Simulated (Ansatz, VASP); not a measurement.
# SnSe2: VASP beside Ansatz, part 2 of 2

Aim: how closely do two programs agree when they are given the same cell, functional and k mesh? The cell is generated by rule, not measured, and may not be a known phase. The cell is taken from a series of runs on this material, whose earlier steps may have relaxed, scaled, displaced or heated it; both programs get it as it stands.

VASP 6.6.1 and Ansatz 0.2.0.

So far: Set-up; VASP: relaxation of cell and atoms, r2SCAN.

The structure was built from a prototype and need not be the compound's stable phase.

### 3. Ansatz: relaxation of cell and atoms, r2SCAN

Level of this step: Ansatz beside VASP: Kohn-Sham DFT, plane waves, r2SCAN (Ansatz).

Ansatz runs on its default PAW (the set named soft_2) files.

The same cell, functional and mesh now go to Ansatz, which takes its cutoff from its data sets.

The input, input.yaml:

```yaml
crystal:
  lattice:
    - [3.7774667886, 0.0, 0.0]
    - [0.0, 7.3805730864, 0.0]
    - [0.0, 0.0, 6.3884580044]
  atoms:
    - { symbol: Sn, position: [0.0, 0.8205481757, 0.9533826679] }
    - { symbol: Sn, position: [0.5, 0.1794518243, 0.4533826679] }
    - { symbol: Se, position: [0.0, 0.3796331279, 0.3031080957] }
    - { symbol: Se, position: [0.0, 0.13362527, 0.7649275823] }
    - { symbol: Se, position: [0.5, 0.6203668721, 0.8031080957] }
    - { symbol: Se, position: [0.5, 0.86637473, 0.2649275823] }
kpoints:
  mp_grid: { grid: [6, 4, 4] }
hamiltonian:
  xc: r2scan
scf:
  occupations: { method: fixed }
output:
  forces: true
  stress: true
  eigenvalues: true
relax:
  adjacent_minimum: "off"
  f_tol: 0.001
  max_steps: 60
  cell: { stress_tol: 0.01 }
```

On the command line:

```
> ansatz run input.yaml --threads 8 --pin off --max-ram 14336MiB --backend cpu --events-out ev --progress --plain --runs-dir out
```

Numbers of over 12 decimals in the logs are rounded to 6 here.

What it wrote:

```text
Engine: ansatz 0.2.0, aarch64-unknown-linux-gnu
Pseudopotentials: kind: paw
Pseudopotential: Sn, paw, valence charge 14, recommended cutoff 500 eV (meta_gga), Sn.paw.azcp
Pseudopotential: Se, paw, valence charge 16, recommended cutoff 500 eV (meta_gga), Se.paw.azcp
Functional definition: r2SCAN
  parameter k0 = 0.174
  parameter k1 = 0.065
  parameter a1 = 4.9479
  exchange = r2scan_x(k0 = k0, k1 = k1, a1 = a1)
  correlation = r2scan_c
Crystal: 6 atoms, lattice volume = 178.109 Å³
Basis set: ecut = 500 eV, 4513 PW (Γ), exchange–correlation on 120×216×192 points (64 copies of the dense FFT grid, shifted against one another)
Bands: 56, of which v1, the nominal top of the filled ones, is band 46 counted from 1 (45 counted from 0)
Symmetry: 4 space group operations
Space group: Pmn21 (ITA 31), of the structure as read, at distance tolerance 5.6e-5 Å
k-points: 36 of 96 (time reversal used)
Non-local potential: Sn, projectors of the file, l = 0: 2, l = 1: 2, l = 2: 2, l = 3: 2
Non-local potential: Se, projectors of the file, l = 0: 2, l = 1: 2, l = 2: 3, l = 3: 1
PAW form: soft (Blöchl's): semilocal exchange-correlation on the pseudo side does not see the compensation charge
PAW frozen core: Sn, regenerated for the run's functional (the file was generated under x = pbe(κ = 0.804, μ = 0.219515), c = pbe(β = 0.066725))
PAW frozen core: Se, regenerated for the run's functional (the file was generated under x = pbe(κ = 0.804, μ = 0.219515), c = pbe(β = 0.066725))
PAW one-centre angular grid: Sn, 590 points (default); XC on 249 of its mesh's 2787 points in the sphere
PAW one-centre angular grid: Se, 590 points (default); XC on 160 Gauss nodes
Initial density: superposition of atomic densities (neutral atoms: chi_scale 0, normalization atom), corrected by the library's trained network
Initial wavefunctions: pseudopotential atomic-orbital guess
Functional: x = r2scan, c = r2scan; τ floored in thin density (d = 2e-4 eV/Å³)
SCF iter   1: F=—  HF=-33991.587732 eV  |F-HF|=—  |Δ(HF+E_count)|=         —  Δρ=6.13e-3  dr2=1.19e-1  dr2_τ=1.49e-2  ethr=1.77e-3  ⟨swp⟩=4.8  Hψ=6444  notcnv=0  defer=282
preconditioner: auto → Resta (q_TF=auto, 2.444 Å⁻¹)  ε∞=3.3  [insulator: Δε(μ)=0.658 eV  Ē_g=10.321 eV  n_scr=42 (ndim 8)  ℏωp=15.7 eV  f_vac=0.109  ε∞_Penn≈3.3]
SCF iter   2: F=—  HF=-33991.594740 eV  |F-HF|=—  |Δ(HF+E_count)|=   7.01e-3  Δρ=2.76e-3  dr2=1.48e-2  dr2_τ=5.06e-4  ethr=1.29e-4  ⟨swp⟩=2.6  Hψ=3525  notcnv=0  defer=288
SCF iter   3: F=—  HF=-33991.594939 eV  |F-HF|=—  |Δ(HF+E_count)|=   2.00e-4  Δρ=1.03e-3  dr2=1.69e-3  dr2_τ=4.18e-5  ethr=1.61e-5  ⟨swp⟩=2.1  Hψ=2366  notcnv=0  defer=288
SCF iter   4: F=—  HF=-33991.595189 eV  |F-HF|=—  |Δ(HF+E_count)|=   2.50e-4  Δρ=2.59e-4  dr2=1.03e-4  dr2_τ=2.86e-6  ethr=1.84e-6  ⟨swp⟩=2.7  Hψ=3078  notcnv=0  defer=288
SCF iter   5: F=—  HF=-33991.595241 eV  |F-HF|=—  |Δ(HF+E_count)|=   5.22e-5  Δρ=8.04e-5  dr2=1.10e-5  dr2_τ=2.37e-7  ethr=1.12e-7  ⟨swp⟩=2.0  Hψ=3206  notcnv=0  defer=240
SCF iter   6: F=—  HF=-33991.595323 eV  |F-HF|=—  |Δ(HF+E_count)|=   8.20e-5  Δρ=2.83e-5  dr2=2.09e-6  dr2_τ=9.35e-8  ethr=1.20e-8  ⟨swp⟩=2.0  Hψ=3566  notcnv=0  defer=120
SCF iter   7: F=—  HF=-33991.595324 eV  |F-HF|=—  |Δ(HF+E_count)|=   6.03e-7  Δρ=8.92e-6  dr2=1.33e-7  dr2_τ=4.54e-9  ethr=2.28e-9  ⟨swp⟩=2.0  Hψ=3566  notcnv=0  defer=120
SCF iter   8: F=-33991.595324 eV  HF=-33991.595324 eV  |F-HF|=1.74e-9  |Δ(HF+E_count)|=   1.83e-7  Δρ=2.48e-6  dr2=1.21e-8  dr2_τ=3.90e-10  ethr=1.09e-10  ⟨swp⟩=12.6  Hψ=9649  notcnv=0
SCF 1 converged in 8 iterations: F = -33991.595324 eV  dr2 = 1.21e-8
  greatest PAW one-centre occupation: 1.000 electrons in one spin orbital (limit 2), on the Se atom at site 2 (counted from 0), in its partial waves of l = 2
relax step   1: F+E_penalty+E_count = -33991.59532416 eV  Δ(F+E_penalty+E_count) = +0.000e0 eV  max|allowed force component| = 3.410e-3 eV/Å  Δτ_max = 0.0000 Å  P = +0.024 GPa  Ω = 178.109 Å³  (8 SCF iters, dr2 threshold 1.00e-7 eV, accepted)
[...]
relax step   3: F+E_penalty+E_count = -33991.59536065 eV  Δ(F+E_penalty+E_count) = -3.649e-5 eV  max|allowed force component| = 3.016e-3 eV/Å  Δτ_max = 0.0010 Å  P = -0.013 GPa  Ω = 178.203 Å³  energy of the carried Pulay correction = -3.347e-6 eV  (10 SCF iters, accepted)
[...]
relax step   4: F+E_penalty+E_count = -33991.59536513 eV  Δ(F+E_penalty+E_count) = -4.476e-6 eV  max|allowed force component| = 7.621e-4 eV/Å  Δτ_max = 0.0003 Å  P = -0.002 GPa  Ω = 178.160 Å³  energy of the carried Pulay correction = -1.797e-6 eV  (5 SCF iters, dr2 threshold 5.87e-10 eV, accepted)
[...]
relax step   5: F+E_penalty+E_count = -33991.59536694 eV  Δ(F+E_penalty+E_count) = -1.816e-6 eV  max|allowed force component| = 7.700e-4 eV/Å  Δτ_max = 0.0000 Å  P = -0.002 GPa  Ω = 178.160 Å³  stress off target by 3.09e-3 GPa  SCF on the basis re-selected at this cell (its energy is not comparable with the rows above)  (6 SCF iters)
basis re-selected at this cell: Δ(F+E_penalty+E_count) = -1.816e-6 eV, ΔP = -0.000 GPa vs the last step (what re-selecting the basis moved, of the pressure what is left beyond the Pulay correction that the steps carried, after the strain that the cell walked since its last selection, with what the two solves' SCF thresholds leave and, on support functions, any second-order correction that the steps lacked; it is no m [...]
SCF converged after 6 iterations
Free energy (F): -33991.595367 eV
Harris-Foulkes:  -33991.595367 eV  (|F-HF|=0.00e0)
Internal energy: -33991.595367 eV  (E = F + TS)
E sigma→0 (E₀):  -33991.595367 eV
Fermi energy:    6.221878 eV
--- Per-component energies (eV) ---
  E_band       = -1958.672027
  E_kinetic    = 845.754482
  E_local      = -12988.542395  (includes V_loc(G=0)·N_el)
  E_nonlocal   = -2444.123508
  E_hartree    = 6567.651104
  E_xc         = -1137.978641
  E_vxc        = -626.075714  (∫ρ·V_xc dr)
  E_paw        = -16027.942889  (= ΣΔE_a)
  E_vpaw       = 85.266158  (= ΣTr[D̂ρ^β])
  E_aug_tail   = -0.000828  (compensation charges beyond the density's cutoff)
  E_vtau       = 33.747581  (kinetic-family band-sum trace: ∫τ·v_τ [+ j·A + Jᵃ·Aᵃ] dr)
  E_ewald      = -8800.824251
  E_core_change = -5.588441  (= ΣΔE_core)
  E_smearing   = -0.000000  (= −TS)
  E_closure    = -0.000000  (closes the sum)
  Σ components = -33991.595367   (vs F -33991.595367, Δ=0.00e0)
--- Forces (eV/Å), atoms counted from 1 ---
  atom   1  Sn    -0.00000000    -0.00076995    -0.00042986
  atom   2  Sn    -0.00000000     0.00076995    -0.00042986
  atom   3  Se     0.00000000     0.00005985     0.00041785
  atom   4  Se    -0.00000000    -0.00043731     0.00001222
  atom   5  Se     0.00000000    -0.00005985     0.00041785
  atom   6  Se    -0.00000000     0.00043731     0.00001222
  max |Σ_I F_I| component: 4.44e-7 eV/Å
--- Stress (GPa, compression-positive) ---
       -0.003087       0.000000      -0.000000
        0.000000      -0.001340       0.000000
       -0.000000       0.000000      -0.001428
  P = ⅓ Tr σ = -0.0020 GPa (-0.020 kbar)
--- Band table (eV; the first three rows and the last of 36) ---
  k-point 0: bands = [... 42 lower, 5.5724, 5.7242, 5.8231, 6.0934, 6.8315, 8.1302, 9.4174, 10.0801, ... 6 higher]
  k-point 1: bands = [... 42 lower, 5.5321, 5.5475, 5.7191, 5.8011, 7.3753, 7.8771, 9.6358, 9.8928, ... 6 higher]
  k-point 2: bands = [... 42 lower, 5.6361, 5.6361, 5.7501, 5.7501, 7.4580, 7.4580, 10.0161, 10.0161, ... 6 higher]
  k-point 35: bands = [... 42 lower, 5.0521, 5.0521, 5.7030, 5.7030, 7.4444, 7.4444, 9.7604, 9.7604, ... 6 higher]
--- Relaxed structure (4 steps of the walk, 3 accepted, 1 SCFs on fresh bases) ---
  F+E_penalty+E_count = -33991.59536694 eV   max|allowed force component| = 7.700e-4 eV/Å   (the final SCF, on the basis selected at the relaxed cell)
  cell:  # Å, volume = 178.1596 Å³
    - [3.780450, 0, -1.2339258481865007e-19]
    - [1.2541847454442323e-19, 7.378314, 0]
    - [-2.0868174104065794e-19, 0, 6.387172]
  atoms:
    - { symbol: Sn, position: [0, 0.820415, 0.953394] }
    - { symbol: Sn, position: [0.5, 0.179585, 0.453394] }
    - { symbol: Se, position: [0, 0.379746, 0.303153] }
    - { symbol: Se, position: [0, 0.133503, 0.764871] }
    - { symbol: Se, position: [0.5, 0.620254, 0.803153] }
    - { symbol: Se, position: [0.5, 0.866497, 0.264871] }
```

### 4. Comparison

Known differences besides the potentials themselves: VASP keeps PBE cores, Ansatz makes them for the functional; fixed occupations in Ansatz, narrow Gaussian smearing in VASP; the data sets hold 92 valence electrons in Ansatz (on its default PAW (the set named soft_2) files) and 52 in VASP; the cutoff is 500 eV in Ansatz and 550 eV in VASP; Ansatz adds a Pulay correction to the stress that steers its cell, VASP none. Total energies have different zeros and are not compared.

Both answers:

| quantity | Ansatz | VASP | difference |
| --- | --- | --- | --- |
| volume (Å³) | 178.16 | 178.21 | -0.03 % |
| edge a after relaxation, in the typed setting (Å) | 3.780 | 3.781 | -0.01 % |
| edge b after relaxation, in the typed setting (Å) | 7.378 | 7.380 | -0.02 % |
| edge c after relaxation, in the typed setting (Å) | 6.387 | 6.387 | +0.00 % |

### 5. Summary of results

```yaml
difference_in_volume_relaxation_of_cell_and_atoms_r2scan: -0.029 %
```

**Reading.** The difference in volume is -0.029 % (relaxation of cell and atoms, r2SCAN), within the 1.2 % picked in this series as the mark of a large difference, as far as the stopping tolerances let one tell. The data sets hold unlike numbers of valence electrons (92 in Ansatz and 52 in VASP), so part of the differences comes from the potentials. Such differences can come from data sets, numerical settings and the points named under the comparisons, not from the functional's error against experiment.

[Lines on the potential files, build, host, timing and source positions are cut from VASP's logs without a mark.]

[Logs are printed without paths, hosts, clocks, repeated set-up lines and the standing remarks that a program may print on its own settings, such as how far it seeks lower states.]

[Hosts, paths, dates, database ids (printed as entryN), source tags and the programs' standing remarks are cut or masked in the printed files.]
